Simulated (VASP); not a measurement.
# MgCd (space group P3m1): computed properties

Method: PBEsol GGA, VASP's PBE PAW potentials (set 64) (plane waves; VASP).

```yaml
space_group: P3m1 (156)
cell: a = b = 3.145 Å, c = 14.767 Å, α = β = 90.00°, γ = 120.00°
volume_per_atom: 21.08 Å^3/atom
band gap (over mesh and band path): none (metal, semimetal or under 0.01 eV)
band_gap_with_spin_orbit_coupling: none (metallic)
density: 5.38 g/cm³
```

```
CELL_PARAMETERS angstrom
      3.14514     0.00000     0.00000
     -1.57257     2.72377     0.00000
      0.00000     0.00000    14.76671
ATOMIC_POSITIONS crystal
  Mg 0.00000 0.00000 0.99909
  Mg 0.66667 0.33333 0.50375
  Mg 0.00000 0.00000 0.32986
  Cd 0.66667 0.33333 0.83507
  Cd 0.00000 0.00000 0.66773
  Cd 0.66667 0.33333 0.16449
```

The structure comes from a computed database's MgCd entry (P3m1); how it stands against other phases isn't given here. It was relaxed first, which changed the volume by -6 %. Symmetry was kept, so distortions that lower it aren't found.
